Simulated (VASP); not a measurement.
```
AlRu
1.0
    3.02988     0.00000     0.00000
    0.00000     2.92501     0.00000
    0.00000     0.00000     2.91617
Al Ru
1 1
Direct
  0.50000   0.50000   0.50000
  0.03147   0.00000   0.00000
```

Calculation: PBE GGA, VASP's PBE PAW potentials (set 64) (plane waves; VASP 6.6.1). Run with 520 eV cut-off, 11×11×11 Γ-centred mesh, first-order Methfessel-Paxton smearing of 0.10 eV, potentials Al Ru_pv.

### Question
Give the force on each atom (eV/Å).

### Answer

```csv
atom,Fx,Fy,Fz
Al1,0.891,0.000,0.000
Ru2,-0.891,0.000,0.000
```

### Question
Give the stress tensor in GPa (positive for a compressed cell).

### Answer

```
 6.88   0.00   0.00
 0.00  13.88   0.00
 0.00   0.00  14.44
```
The pressure is its mean diagonal, 11.73 GPa.

The compound is RuAl in the CsCl type structure. The cell was not relaxed at this level, atoms are displaced from their ideal sites. The run is one of a series of settings (ENCUT = 520 against the base run), some of them coarse on purpose. The electron count is odd and the run is not spin-polarised, which forces a metal.
